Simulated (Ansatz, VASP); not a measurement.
**Pt3Pb in VASP and in Ansatz**

```
Pt Pb
1.0
     4.13759    0.00000    0.00000
     0.00000    4.13759    0.00000
     0.00000    0.00000    4.13759
Pt Pb
3 1
Direct
  0.00000 0.50000 0.50000
  0.50000 0.00000 0.50000
  0.50000 0.50000 0.00000
  0.00000 0.00000 0.00000
```

Change from the starting cell: volume scaled by 1.06.

Alike in both runs: task single point; functional LDA; k mesh 9 × 9 × 9; occupations fermi-dirac, width 0.03 eV; no spin polarisation.

|  | VASP | Ansatz |
| --- | --- | --- |
| version | VASP 6.6.1 | Ansatz 0.2.0 |
| potentials or method | VASP PAW LDA potentials, release 64 (Pt, Pb_d), cutoff 520 eV | all-electron LAPW, scalar-relativistic |

```csv
,VASP,Ansatz,Ansatz less VASP
pressure (GPa),-12.5,-12.9,-0.43
```

Ansatz ran all-electron here, so the differences hold the error of VASP's frozen core and of both bases.

Spin-orbit coupling is left out, which matters for the levels of Pb, Pt.
